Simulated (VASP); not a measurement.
An input for Quantum ESPRESSO's pw.x (written as the equivalent of a VASP run, and not itself run):

```
&CONTROL
  calculation = 'scf'
  pseudo_dir = './pseudo'
  outdir = './out'
  tprnfor = .true.
  tstress = .true.
/
&SYSTEM
  ibrav = 0
  nat = 4
  ntyp = 2
  ecutwfc = 84
  occupations = 'smearing'
  smearing = 'gaussian'
  degauss = 0.003675
  input_dft = 'pbe'
/
&ELECTRONS
  conv_thr = 7.3e-08
  electron_maxstep = 100
/
ATOMIC_SPECIES
  Zn 65.380 Zn.upf
  O 15.999 O.upf
CELL_PARAMETERS angstrom
     1.6250000   -2.8145830    0.0000000
     1.6250000    2.8145830    0.0000000
     0.0000000    0.0000000    5.2100000
ATOMIC_POSITIONS crystal
  Zn   0.6666670  0.3333330  0.5000000
  Zn   0.3333330  0.6666670  0.0000000
  O    0.6666670  0.3333330  0.8820000
  O    0.3333330  0.6666670  0.3820000
K_POINTS automatic
  8 8 5 0 0 0
HUBBARD {ortho-atomic}
U Zn-3d 5
```

**Question.** Write the VASP files for the same calculation (PBE+U).

**Answer.** This is not unique; one that fits is 
File POSCAR:
```
ZnO
1
    1.6250000000    -2.8145830000     0.0000000000
    1.6250000000     2.8145830000     0.0000000000
    0.0000000000     0.0000000000     5.2100000000
Zn O
2 2
Direct
  0.6666670000   0.3333330000   0.5000000000
  0.3333330000   0.6666670000   0.0000000000
  0.6666670000   0.3333330000   0.8820000000
  0.3333330000   0.6666670000   0.3820000000
```

### KPOINTS
```
Regular mesh
0
Gamma
8 8 5
```

### INCAR
```
! general
SYSTEM   =ZnO
PREC     =Accurate
ENCUT    =520
LREAL    =.FALSE.
LASPH    =.TRUE.

! electronic loop
EDIFF    =1E-6
NELM     =100
ALGO     =Normal
LMAXMIX  =4

! smearing
ISMEAR   =0
SIGMA    =0.05

! functional
GGA      =PE

! DFT+U
LDAU     =.TRUE.
LDAUTYPE =2
LDAUL    =2 -1
LDAUU    =5.0 0
LDAUJ    =0 0
LDAUPRINT=1

! ions
ISIF     =2

! output
LWAVE    =.FALSE.
LCHARG   =.FALSE.
LORBIT   =10
```

POTCAR, in this order: Zn O (PBE.64 set). Program: vasp_std.

Limits of the translation: the potentials are each code's own (VASP's PAW set, PseudoDojo norm-conserving files in pw.x), so ENCUT and ecutwfc are chosen apart and not converted; conv_thr bounds pw.x's estimated SCF error, while EDIFF bounds the energy change between steps; the +U projectors differ (PAW spheres against orthogonalised atomic orbitals), so the same U acts differently.

The compound is ZnO in the wurtzite structure. The cell was not relaxed at this level. The run is one of a series of settings (LDAU = .TRUE., LDAUJ = 0 0, LDAUL = 2 -1, LDAUTYPE = 2, LDAUU = 5.0 0 against the base run), some of them coarse on purpose.
